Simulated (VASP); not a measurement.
# 2H-MoS2 3 layers, 2H (AA') in VASP

How does 2H-MoS2 3 layers, 2H (AA') behave as a surface?

Main program and level: VASP 6.6.1; LDA, no spin polarisation; plane waves and PAW (S, Mo).

## (1) The structure

The cell holds 9 atoms: 6 S and 3 Mo. Cell: a = 3.180 Å, b = 3.180 Å, c = 33.788 Å, α = 90.0°, β = 90.0°, γ = 120.0°. Vacuum lies along c.

## (2) Relaxing the slab

The sheet's cell relaxes in its plane with the atoms, while the vacuum is kept.

Input file INCAR:

```
SYSTEM = MoS2
PREC = Normal
ENCUT = 400
EDIFF = 1E-05
NELM = 120
ISMEAR = -1
SIGMA = 0.05
LREAL = .FALSE.
ALGO = Fast
GGA = CA
NBANDS = 36
LASPH = .TRUE.
LORBIT = 11
LWAVE = .FALSE.
LCHARG = .FALSE.
KPAR = 4
IBRION = 2
NSW = 40
ISIF = 3
EDIFFG = -0.02
POTIM = 0.4
IDIPOL = 3
LDIPOL = .TRUE.
DIPOL = 0.5 0.5 0.5
LATTICE_CONSTRAINTS = .TRUE. .TRUE. .FALSE.
```

Input file POSCAR:

```
MoS2
1.0
    3.1800000000      0.0000000000      0.0000000000
   -1.5900000000      2.7539607840      0.0000000000
    0.0000000000      0.0000000000     33.7877932140
S Mo
6 3
Direct
    0.3333333333      0.6666666667      0.2663683876
    0.3333333333      0.6666666667      0.3629298208
    0.0000000000      0.0000000000      0.4517192834
    0.0000000000      0.0000000000      0.5482807166
    0.3333333333      0.6666666667      0.6370701792
    0.3333333333      0.6666666667      0.7336316124
    0.0000000000      0.0000000000      0.3146491042
    0.3333333333      0.6666666667      0.5000000000
    0.0000000000      0.0000000000      0.6853508958
```

Input file KPOINTS:

```
Automatic mesh
0
Gamma
12 12 1
0 0 0
```

The projector-augmented-wave data sets are S and Mo (LDA family, release 64).

Run with:

```
> mpirun -np 4 vasp_std
```

What it wrote:

```text
[banner, memory and clock lines left out]
running    4 mpi-ranks, on    1 nodes
 distrk:  each k-point on    1 cores,    4 groups
 distr:  one band on    1 cores,    1 groups

 POSCAR found type information on POSCAR S Mo
 POSCAR found :  2 types and       9 ions
 LDA part: xc-table for (Slater(with rela. corr.)+CA(PZ))
 , standard interpolation
 POSCAR, INCAR and KPOINTS ok, starting setup
 FFT: planning ... GRIDC
 FFT: planning ... GRID_SOFT
 FFT: planning ... GRID
 WAVECAR not read
 entering main loop
       N       E                     dE             d eps       ncg     rms          rms(c)
DAV:   1     0.314370466631E+03    0.31437E+03   -0.19079E+04  1376   0.100E+03
DAV:   2    -0.417765260149E+02   -0.35615E+03   -0.34468E+03  1888   0.227E+02
DAV:   3    -0.760307408730E+02   -0.34254E+02   -0.33667E+02  1596   0.760E+01
DAV:   4    -0.775848907050E+02   -0.15541E+01   -0.15464E+01  2072   0.167E+01
DAV:   5    -0.776147698729E+02   -0.29879E-01   -0.29809E-01  1848   0.246E+00    0.387E+01
RMM:   6    -0.740612528821E+02    0.35535E+01   -0.26051E+01  1433   0.166E+01    0.125E+01
RMM:   7    -0.731384011399E+02    0.92285E+00   -0.67124E+00  1389   0.970E+00    0.105E+01
RMM:   8    -0.727444675497E+02    0.39393E+00   -0.22535E+00  1371   0.656E+00    0.209E+00
RMM:   9    -0.727694367551E+02   -0.24969E-01   -0.49287E-01  1496   0.287E+00    0.849E-01
RMM:  10    -0.727639949086E+02    0.54418E-02   -0.83315E-02  1618   0.108E+00    0.397E-01
RMM:  11    -0.727609010320E+02    0.30939E-02   -0.31739E-02  1389   0.707E-01    0.347E-01
RMM:  12    -0.727611680210E+02   -0.26699E-03   -0.59244E-03  1540   0.341E-01    0.141E-01
RMM:  13    -0.727613591681E+02   -0.19115E-03   -0.17254E-03  1803   0.144E-01    0.201E-01
RMM:  14    -0.727614646358E+02   -0.10547E-03   -0.28362E-04  1417   0.612E-02    0.139E-01
RMM:  15    -0.727615401270E+02   -0.75491E-04   -0.26007E-04  1420   0.504E-02    0.103E-01
RMM:  16    -0.727616462085E+02   -0.10608E-03   -0.93977E-05  1335   0.321E-02    0.779E-02
RMM:  17    -0.727618072817E+02   -0.16107E-03   -0.56136E-05  1229   0.258E-02    0.460E-02
RMM:  18    -0.727618822046E+02   -0.74923E-04   -0.77269E-05  1262   0.273E-02    0.258E-02
RMM:  19    -0.727619183230E+02   -0.36118E-04   -0.19768E-05   875   0.186E-02    0.159E-02
RMM:  20    -0.727619496883E+02   -0.31365E-04   -0.98768E-06   862   0.127E-02    0.800E-03
RMM:  21    -0.727619561184E+02   -0.64301E-05   -0.36731E-06   824   0.840E-03
   1 F= -.72761956E+02 E0= -.72761955E+02  d E =-.727620E+02
 curvature:   0.00 expect dE= 0.000E+00 dE for cont linesearch  0.000E+00
 trial: gam= 0.00000 g(F)=  0.622E+00 g(S)=  0.942E+00 ort = 0.000E+00 (trialstep = 0.100E+01)
 search vector abs. value=  0.156E+01
 bond charge predicted
       N       E                     dE             d eps       ncg     rms          rms(c)
DAV:   1    -0.741046356682E+02   -0.13427E+01   -0.82886E+01  1368   0.406E+01    0.194E+01
RMM:   2    -0.733739893147E+02    0.73065E+00   -0.45373E+00  1368   0.109E+01    0.996E+00
RMM:   3    -0.731116912745E+02    0.26230E+00   -0.11304E+00  1368   0.537E+00    0.238E+00
RMM:   4    -0.731012983279E+02    0.10393E-01   -0.33051E-01  1378   0.256E+00    0.267E+00
RMM:   5    -0.730876157959E+02    0.13683E-01   -0.56353E-02  1375   0.122E+00    0.117E+00
RMM:   6    -0.730881628273E+02   -0.54703E-03   -0.18224E-02  1433   0.562E-01    0.238E-01
RMM:   7    -0.730883179340E+02   -0.15511E-03   -0.46954E-03  1407   0.295E-01    0.134E-01
RMM:   8    -0.730883273453E+02   -0.94113E-05   -0.14253E-03  1589   0.147E-01    0.137E-01
RMM:   9    -0.730884253431E+02   -0.97998E-04   -0.35334E-04  1512   0.740E-02    0.295E-01
RMM:  10    -0.730882768838E+02    0.14846E-03   -0.43920E-04  1370   0.760E-02    0.139E-01
RMM:  11    -0.730882845047E+02   -0.76209E-05   -0.12884E-04  1431   0.455E-02    0.512E-02
RMM:  12    -0.730882900024E+02   -0.54977E-05   -0.23734E-05   902   0.218E-02
   2 F= -.73088290E+02 E0= -.73088290E+02  d E =-.326334E+00
[... from here on, the cycles between the ionic steps are left out ...]
   3 F= -.73285562E+02 E0= -.73285562E+02  d E =-.523606E+00
   4 F= -.73285397E+02 E0= -.73285397E+02  d E =-.523441E+00
   5 F= -.73326159E+02 E0= -.73326159E+02  d E =-.407614E-01
   6 F= -.73338713E+02 E0= -.73338713E+02  d E =-.533155E-01
   7 F= -.73338763E+02 E0= -.73338762E+02  d E =-.533651E-01
   8 F= -.73338531E+02 E0= -.73338531E+02  d E =0.231511E-03
   9 F= -.73339424E+02 E0= -.73339424E+02  d E =-.661137E-03
  10 F= -.73339424E+02 E0= -.73339424E+02  d E =-.661692E-03
  11 F= -.73339425E+02 E0= -.73339424E+02  d E =-.661963E-03
  12 F= -.73339538E+02 E0= -.73339538E+02  d E =-.113678E-03
  13 F= -.73339861E+02 E0= -.73339861E+02  d E =-.436774E-03
  14 F= -.73340412E+02 E0= -.73340412E+02  d E =-.987582E-03
  15 F= -.73341217E+02 E0= -.73341216E+02  d E =-.179199E-02
  16 F= -.73341529E+02 E0= -.73341529E+02  d E =-.210479E-02
  17 F= -.73341612E+02 E0= -.73341612E+02  d E =-.218728E-02
  18 F= -.73341637E+02 E0= -.73341637E+02  d E =-.251463E-04
  19 F= -.73341710E+02 E0= -.73341710E+02  d E =-.979559E-04
  20 F= -.73341857E+02 E0= -.73341857E+02  d E =-.245278E-03
  21 F= -.73342145E+02 E0= -.73342144E+02  d E =-.532676E-03
  22 F= -.73342699E+02 E0= -.73342699E+02  d E =-.108711E-02
  23 F= -.73343729E+02 E0= -.73343729E+02  d E =-.211737E-02
  24 F= -.73345460E+02 E0= -.73345459E+02  d E =-.384791E-02
  25 F= -.73347497E+02 E0= -.73347497E+02  d E =-.588542E-02
  26 F= -.73349785E+02 E0= -.73349785E+02  d E =-.228787E-02
  27 F= -.73354283E+02 E0= -.73354282E+02  d E =-.678568E-02
  28 F= -.73355009E+02 E0= -.73355009E+02  d E =-.751216E-02
  29 F= -.73355159E+02 E0= -.73355158E+02  d E =-.766199E-02
  30 F= -.73355161E+02 E0= -.73355161E+02  d E =-.766420E-02
  31 F= -.73355170E+02 E0= -.73355169E+02  d E =-.767242E-02
  32 F= -.73355732E+02 E0= -.73355731E+02  d E =-.562285E-03
  33 F= -.73355827E+02 E0= -.73355826E+02  d E =-.657409E-03
  34 F= -.73355912E+02 E0= -.73355911E+02  d E =-.741950E-03
  35 F= -.73356353E+02 E0= -.73356352E+02  d E =-.441260E-03
  36 F= -.73356361E+02 E0= -.73356359E+02  d E =-.449028E-03
  37 F= -.73356355E+02 E0= -.73356353E+02  d E =-.443021E-03
  38 F= -.73356359E+02 E0= -.73356358E+02  d E =-.447159E-03
  39 F= -.73356358E+02 E0= -.73356357E+02  d E =-.446177E-03
 curvature:  -1.69 expect dE=-0.136E-03 dE for cont linesearch -0.518E-05
 ZBRENT: accuracy reached
 trial: gam= 0.02653 g(F)=  0.802E-04 g(S)=  0.737E-08 ort = 0.200E-03 (trialstep = 0.960E+00)
 search vector abs. value=  0.100E-03
 bond charge predicted
       N       E                     dE             d eps       ncg     rms          rms(c)
DAV:   1    -0.733563886423E+02   -0.31118E-04   -0.39189E-03  1396   0.243E-01    0.507E-02
RMM:   2    -0.733564009249E+02   -0.12283E-04   -0.17732E-04  1341   0.675E-02    0.325E-02
RMM:   3    -0.733564042069E+02   -0.32820E-05   -0.35112E-05   976   0.292E-02
  40 F= -.73356404E+02 E0= -.73356403E+02  d E =-.464175E-04
 trial-energy change:   -0.000046  1 .order   -0.000040   -0.000082    0.000003
 step:   0.9265(harm=  0.9265)  dis= 0.00100  next Energy=   -73.356397 (dE=-0.396E-04)
 reached required accuracy - stopping structural energy minimisation
```

It took 8.8 min on 4 MPI ranks of Intel Xeon Platinum 8488C (Sapphire Rapids), shared host; peak memory 1 GiB; 35 min of CPU time.

The logs omit lines about the potential files and the build; timing stands in the text.

From OUTCAR (step 2):

```text
ion  position               nearest neighbor table
   1  0.333  0.667  0.266-   7 2.46   7 2.46   7 2.46
   2  0.333  0.667  0.363-   7 2.46   7 2.46   7 2.46
   3  0.000  0.000  0.452-   8 2.46   8 2.46   8 2.46
   4  0.000  0.000  0.548-   8 2.46   8 2.46   8 2.46
   5  0.333  0.667  0.637-   9 2.46   9 2.46   9 2.46
   6  0.333  0.667  0.734-   9 2.46   9 2.46   9 2.46
   7  0.000  0.000  0.315-   2 2.46   1 2.46   2 2.46   1 2.46   2 2.46   1 2.46
   8  0.333  0.667  0.500-   3 2.46   4 2.46   3 2.46   4 2.46   3 2.46   4 2.46
   9  0.000  0.000  0.685-   5 2.46   6 2.46   5 2.46   6 2.46   5 2.46   6 2.46

  LATTYP: Found a hexagonal cell.
 ALAT       =     3.1800000000
 C/A-ratio  =    10.6250922057

 Subroutine GETGRP returns: Found 12 space group operations
 (whereof 12 operations were pure point group operations)

The static configuration has the point symmetry D_3h.

 Found     19 irreducible k-points:

   k-points           NKPTS =     19   k-points in BZ     NKDIM =     19   number of bands    NBANDS=     36

   dimension x,y,z NGX =    16 NGY =   16 NGZ =  168
   dimension x,y,z NGXF=    32 NGYF=   32 NGZF=  336

   ENCUT  =  400.0 eV  29.40 Ry    5.42 a.u.   5.19  5.19 55.10*2*pi/ulx,y,z

   NELECT =      54.0000    total number of electrons

 k-points in reciprocal lattice and weights: Automatic mesh
   0.00000000  0.00000000  0.00000000       0.007
   0.08333333  0.00000000  0.00000000       0.042
   0.16666667 -0.00000000  0.00000000       0.042
   0.25000000  0.00000000  0.00000000       0.042
   0.33333333  0.00000000  0.00000000       0.042
   0.41666667 -0.00000000  0.00000000       0.042
   0.50000000  0.00000000  0.00000000       0.021
   0.08333333  0.08333333  0.00000000       0.042
   0.16666667  0.08333333  0.00000000       0.083
[...]
0.33333333  0.25000000  0.00000000       0.083
   0.33333333  0.33333333  0.00000000       0.014

 dipolmoment           0.000000      0.000000      0.000000 electrons x Angstroem

 average (electrostatic) potential at core
       1 -91.5235       2 -91.5456       3 -91.5527       4 -91.5527       5 -91.5456
       6 -91.5235       7 -43.2876       8 -43.2920       9 -43.2876

 E-fermi :   1.1978

 k-point     1 :       0.0000    0.0000    0.0000
  band No.  band energies     occupation
    ...
     23      -1.2933      2.00000
     24      -0.9198      2.00000
     25      -0.2942      2.00000
     26       0.4062      2.00000
     27       0.7485      1.99975
     28       3.0625      0.00000
     29       3.0625      0.00000
     30       3.0831      0.00000
     31       3.0831      0.00000
     32       3.1016      0.00000
    ...

 k-point     2 :       0.0833    0.0000    0.0000
  band No.  band energies     occupation
    ...
     23      -1.0817      2.00000
     24      -0.6389      2.00000
     25      -0.2847      2.00000
     26       0.3251      2.00000
     27       0.5669      1.99999
     28       2.9352      0.00000
     29       2.9469      0.00000
     30       2.9576      0.00000
     31       3.0353      0.00000
     32       3.0660      0.00000
    ...

 k-point     3 :       0.1667   -0.0000    0.0000
  band No.  band energies     occupation
    ...
     23      -1.0002      2.00000
     24      -0.6027      2.00000
     25      -0.3764      2.00000
     26      -0.0623      2.00000
     27       0.0083      2.00000
     28       2.4021      0.00000
     29       2.5489      0.00000
     30       2.7367      0.00000
     31       2.8071      0.00000
     32       2.8079      0.00000
    ...

  Total        0.0455204      0.0455204     -0.1446045      0.0000000      0.0000000      0.0000000
  in kB        0.2557344      0.2557344     -0.8123910      0.0000000      0.0000000      0.0000000
  external PRESSURE =      -0.1003074 kB  Pullay stress =       0.0000000 kB

  energy-cutoff  :      400.00
  volume of cell :      285.19
      direct lattice vectors                 reciprocal lattice vectors
     3.121895553 -0.000000000  0.000000000     0.320318211  0.184935806  0.000000000
    -1.560947776  2.703640857  0.000000000     0.000000000  0.369871611  0.000000000
     0.000000000  0.000000000 33.787793214     0.000000000  0.000000000  0.029596488

 POSITION                                       TOTAL-FORCE (eV/Angst)
 -----------------------------------------------------------------------------------
     -0.00000      1.80243      9.28936        -0.000000      0.000000     -0.002624
     -0.00000      1.80243     12.40443        -0.000000     -0.000000     -0.006770
     -1.56095      2.70364     15.33520         0.000000      0.000000     -0.000469
     -1.56095      2.70364     18.45259        -0.000000     -0.000000      0.000469
     -0.00000      1.80243     21.38337        -0.000000     -0.000000      0.006770
     -0.00000      1.80243     24.49843         0.000000      0.000000      0.002624
     -0.00000      0.00000     10.84518         0.000000     -0.000000      0.006361
     -0.00000      1.80243     16.89390         0.000000     -0.000000      0.000000
      0.00000      0.00000     22.94261         0.000000     -0.000000     -0.006361
 -----------------------------------------------------------------------------------
    total drift:                                0.000004     -0.000002     -0.000000

  FREE ENERGIE OF THE ION-ELECTRON SYSTEM (eV)
  ---------------------------------------------------
  free  energy   TOTEN  =       -73.3564042069 eV

  energy  without entropy=      -73.3564018938  energy(sigma->0) =      -73.35640305

 reached required accuracy - stopping structural energy minimisation

 vacuum level on the upper side and lower side of the slab         6.133         6.133

 total charge
# of ion       s       p       d       tot
------------------------------------------
    1        1.363   2.339   0.000   3.702
    2        1.364   2.334   0.000   3.698
    3        1.364   2.334   0.000   3.698
    4        1.364   2.334   0.000   3.698
    5        1.364   2.334   0.000   3.698
    6        1.363   2.339   0.000   3.702
    7        0.437   0.644   4.490   5.570
    8        0.436   0.642   4.490   5.568
    9        0.437   0.644   4.490   5.570
--------------------------------------------------
tot          9.492  15.944  13.470  38.906

[... 3 further parts left out ...]
```

CONTCAR:

```
MoS2
   1.00000000000000
     3.1218955529996681   -0.0000000000000007    0.0000000000000000
    -1.5609477764998341    2.7036408568268389    0.0000000000000000
     0.0000000000000000    0.0000000000000000   33.7877932139999970
  S               Mo
     6     3
Direct
     0.3333333332999970    0.6666666667000030    0.2749325443728588
     0.3333333332999970    0.6666666667000030    0.3671274950388879
     0.0000000000000000    1.0000000000000000    0.4538681334035906
     0.0000000000000000    1.0000000000000000    0.5461318665964097
     0.3333333332999970    0.6666666667000030    0.6328725049611122
     0.3333333332999970    0.6666666667000030    0.7250674556271413
     0.0000000000000000    0.0000000000000000    0.3209793730966927
     0.3333333332999970    0.6666666667000030    0.5000000000000000
     0.0000000000000000    0.0000000000000000    0.6790206269033073
```

This run has no spin polarisation, so a moment on Mo, if there is one, isn't seen. The gap is read on the k-mesh alone, so it is an upper bound where the band edges lie off the mesh. The data set Mo keeps the semicore shell frozen, which is cheaper and a little less accurate. The run keeps the 12 symmetry operations of its start, so it cannot find a distortion of lower symmetry.

Relaxation path (22 of 40):

```tsv
step	energy less that of the first step (eV)	largest force (eV/Å)	pressure (GPa)	volume (Å³)
1	0.0000	1.7021	-6.81	295.90
3	-0.5236	0.4154	-0.31	279.23
5	-0.5642	0.1777	-0.01	281.71
7	-0.5768	0.0896	0.10	284.36
8	-0.5766	0.0620	-0.45	285.65
10	-0.5775	0.0233	-0.18	284.95
12	-0.5776	0.0243	-0.18	284.97
14	-0.5785	0.0651	-0.16	285.02
16	-0.5796	0.2210	-0.07	285.22
18	-0.5797	0.1799	-0.10	285.17
20	-0.5799	0.1733	-0.09	285.18
21	-0.5802	0.1673	-0.09	285.20
23	-0.5818	0.1561	-0.09	285.29
25	-0.5855	0.2238	-0.08	285.66
27	-0.5923	0.0286	-0.10	285.56
29	-0.5932	0.0871	-0.11	285.50
31	-0.5932	0.0754	-0.11	285.51
33	-0.5939	0.0632	0.00	285.11
34	-0.5940	0.0582	0.05	284.92
36	-0.5944	0.0228	-0.05	285.19
38	-0.5944	0.0236	-0.05	285.19
40	-0.5944	0.0068	-0.01	285.19
```

```tsv
cell as run	before	after	change
a (Å)	3.180	3.122	-1.8 %
b (Å)	3.180	3.122	-1.8 %
```

The atoms that moved most (Å, along periodic axes as changes of fractional coordinates times the final cell, across vacuum about the mean position):

```tsv
atom	dx	dy	dz	length
S1	0.000	0.000	0.289	0.289
S6	0.000	0.000	-0.289	0.289
Mo7	0.000	0.000	0.214	0.214
Mo9	0.000	0.000	-0.214	0.214
S5	0.000	0.000	-0.142	0.142
S2	0.000	0.000	0.142	0.142
S4	0.000	0.000	-0.073	0.073
S3	0.000	0.000	0.073	0.073
```

Final coordinates:

```cif
data_structure
_symmetry_space_group_name_H-M 'P 1'
_symmetry_Int_Tables_number 1
_cell_length_a 3.1219
_cell_length_b 3.1219
_cell_length_c 33.7878
_cell_angle_alpha 90.000
_cell_angle_beta 90.000
_cell_angle_gamma 120.000
_cell_volume 285.19
loop_
_atom_site_label
_atom_site_type_symbol
_atom_site_fract_x
_atom_site_fract_y
_atom_site_fract_z
_atom_site_occupancy
S1 S 0.33333 0.66667 0.27493 1
S2 S 0.33333 0.66667 0.36713 1
S3 S 0.00000 0.00000 0.45387 1
S4 S 0.00000 0.00000 0.54613 1
S5 S 0.33333 0.66667 0.63287 1
S6 S 0.33333 0.66667 0.72507 1
Mo7 Mo 0.00000 0.00000 0.32098 1
Mo8 Mo 0.33333 0.66667 0.50000 1
Mo9 Mo 0.00000 0.00000 0.67902 1
```

Numbers from this step:

```
electronic cycles                               : 221
electrons                                       : 54
free energy (TOTEN)                             : -73.3564 eV
Fermi energy                                    : 1.198 eV
labelled metallic, from the levels on this mesh : no
dipole moment                                   : 0, 0, 0 e·Å
gap on the k-mesh                               : 0.9913 eV
least direct gap on the k-mesh                  : 1.804 eV
```

The run ended after 40 ionic steps, 0.594 eV below its first step, once forces and stress met EDIFFG = -0.02.

Only the dipole across the slab is computed (IDIPOL = 3); zeros along the plane are no results.

[end of part 1 of 3]

[Lines on the potential files, build, host, timing and source positions are cut from VASP's logs without a mark.]

[Logs are printed without paths, hosts, clocks, repeated set-up lines and the standing remarks that a program may print on its own settings, such as how far it seeks lower states.]

[Hosts, paths, dates, database ids (printed as entryN), source tags and the programs' standing remarks are cut or masked in the printed files.]

[In band tables of VASP the shares of atoms and orbitals are scaled to a sum of 1 inside the atoms' spheres.]

[Runs that stopped without an error message from VASP are left out.]
